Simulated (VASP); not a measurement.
```yaml
crystal:
  lattice:
    - [-1.60764, 1.60764, 1.60764]
    - [1.60764, -1.60764, 1.60764]
    - [1.60764, 1.60764, -1.60764]
  atoms:
    - { symbol: Au, position: [0.00000, 0.00000, 0.00000] }
```

All values below come from LDA (Ceperley-Alder, Perdew-Zunger), VASP's LDA PAW potentials (set 64) (plane waves; VASP 6.6.1). Settings: 400 eV cut-off, Gaussian smearing of 0.050 eV, potentials Au.

Unless said otherwise, spin-orbit coupling is left out, though it shifts the bands of the heavy elements here.

Question: Estimate the band gap (along the path) with the smallest direct gap where there is one.

Answer: 
band gap (along the path): none (metal, semimetal or under 0.01 eV)

Total energies compare only between runs with the same potentials, cut-off and functional.

The structure comes from a computed database's Au entry (Im-3m); how it stands against other phases isn't given here. It was relaxed first, which changed the volume by -9 %.
